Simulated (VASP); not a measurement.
Input:

```xyz
2
Lattice="3.0904 0.0000 0.0000 -1.5452 2.6764 0.0000 0.0000 0.0000 4.4776" Properties=species:S:1:pos:R:3 pbc="T T T"
As     0.0000     1.7843     1.1194
As     1.5452     0.8921     3.3582
```

Calculation: PBEsol GGA with spin-orbit coupling, VASP's PBE PAW potentials (set 64) (plane waves; VASP 6.6.1). Run with 400 eV cut-off, 12×12×8 Γ-centred mesh, Gaussian smearing of 0.050 eV, potentials As.

**Question.** Give the stress tensor in GPa (positive for a compressed cell).

**Answer.** 
```
 0.70   0.00   0.00
 0.00   0.70   0.00
 0.00   0.00  -1.31
```
The pressure is its mean diagonal, 0.03 GPa.

The structure was generated: As was put into the hcp type (P6_3/mmc), which need not be its known phase. It was relaxed first.
